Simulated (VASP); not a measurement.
An input for Ansatz (written as the equivalent of a VASP run, and not itself run):

Ansatz 0.2 input:
```yaml
crystal:
  lattice:
    - [-1.9707718, 1.9707718, 4.3310738]
    - [1.9707718, -1.9707718, 4.3310738]
    - [1.9707718, 1.9707718, -4.3310738]
  atoms:
    - { symbol: Cd, position: [0.0000000, 0.0000000, 0.0000000] }
    - { symbol: Hg, position: [0.3330088, 0.3330088, 0.0000000] }
    - { symbol: Hg, position: [0.6669912, 0.6669912, 0.0000000] }
kpoints:
  mp_grid: { grid: [12, 12, 12] }
hamiltonian:
  xc: pbesol
  pseudopotentials: { kind: paw }
scf:
  occupations: { method: tetrahedron }
  max_iter: 100
output: { forces: true, stress: true, eigenvalues: true }
```

Write the VASP files for the same calculation (PBEsol).

Several could match; the one computed here: 
File POSCAR:
```
CdHg2
1
   -1.9707717672     1.9707717672     4.3310738055
    1.9707717672    -1.9707717672     4.3310738055
    1.9707717672     1.9707717672    -4.3310738055
Cd Hg
1 2
Direct
  0.0000000000   0.0000000000   0.0000000000
  0.3330087951   0.3330087951   0.0000000000
  0.6669912049   0.6669912049   0.0000000000
```

File KPOINTS:
```
Automatic mesh
0
Gamma
12 12 12
0 0 0
```

INCAR:
```
ALGO  =  Normal
EDIFF  =  1E-7
ENCUT  =  400
GGA  =  PS
ISIF  =  2
ISMEAR  =  -5
LASPH  =  .TRUE.
LCHARG  =  .TRUE.
LEFG  =  .TRUE.
LMAXMIX  =  6
LORBIT  =  11
LREAL  =  .FALSE.
LWAVE  =  .FALSE.
NEDOS  =  601
NELM  =  100
PREC  =  Accurate
SYSTEM  =  CdHg2
```

POTCAR, in this order: Cd Hg (PBE.64 set). Program: vasp_std.

The two are equivalent in intent, not identical: each code has its own PAW files, so the cut-off isn't converted (ENCUT is set for VASP's; basis.ecutwfc is left out, and Ansatz then takes the one that its files recommend); Ansatz stops its SCF on the density residual and VASP on the energy change (EDIFF); the field gradients of LEFG aren't asked of the other code.

The structure comes from a computed database's CdHg2 entry (I4/mmm); how it stands against other phases isn't given here. It was relaxed first, which changed the volume by -11 %.
